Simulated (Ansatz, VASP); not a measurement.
## ZrOs in VASP and in Ansatz

INCAR

```
PREC = Accurate ; ENCUT = 520
EDIFF = 1E-8 ; ISMEAR = -1
SIGMA = 0.03 ; LREAL = False
LASPH = True ; NELM = 80
ALGO = Normal ; ISIF = 2
LWAVE = False ; LCHARG = False
GGA = CA ; LEFG = True
NBANDS = 17
```

File KPOINTS:

```
regular mesh
0
Gamma
  13 13 13
```

The input POSCAR:

```
ZrOs
1.0
    3.2303700000      0.0000000000      0.0000000000
    0.0000000000      3.2303700000      0.0000000000
    0.0000000000      0.0000000000      3.2630000000
Zr Os
1 1
Direct
    0.5000000000      0.5000000000      0.5000000000
    0.0000000000      0.0000000000      0.0000000000
```

Input for Ansatz:

```yaml
crystal:
  lattice:
    - [3.23037, 0.0, 0.0]
    - [0.0, 3.23037, 0.0]
    - [0.0, 0.0, 3.263]
  atoms:
    - { symbol: Zr, position: [0.5, 0.5, 0.5] }
    - { symbol: Os, position: [0.0, 0.0, 0.0] }
kpoints:
  mp_grid: { grid: [13, 13, 13] }
scf:
  occupations: { method: fermi_dirac, width: 0.03 }
hamiltonian:
  xc: lda
  pseudopotentials: { kind: paw }
output:
  forces: true
  stress: true
  eigenvalues: true
  efg: { contact_densities: true }
```

Change from the starting cell: equal xx and yy strain of -1 %, PAW files.

Alike in both runs: task electric field gradients; functional LDA; k mesh 13 × 13 × 13; occupations fermi-dirac, width 0.03 eV; no spin polarisation.

|  | VASP | Ansatz |
| --- | --- | --- |
| version | VASP 6.6.1 | Ansatz 0.2.0 |
| potentials or method | VASP PAW LDA potentials, release 64 (Zr_sv, Os) | PAW with Ansatz's default frozen-core files, scalar-relativistic |
| plane-wave cutoff (eV) | 520 | 420 |
| valence electrons in the cell | 20 | 28 |

```csv
,VASP,Ansatz,Ansatz less VASP
pressure (GPa),-2.8,-3.2,-0.36
largest component of the traceless stress (GPa),1.21,1.24,+0.032
Vzz of the field gradient on the site that differs most (V/Å²),19.2,21.5,+2.29
```

The two sets of potentials don't hold the same shells in valence. Ansatz warned: «gradients_without_spin_orbit».

The runs have no spin-orbit coupling, so splittings on Os are missing.
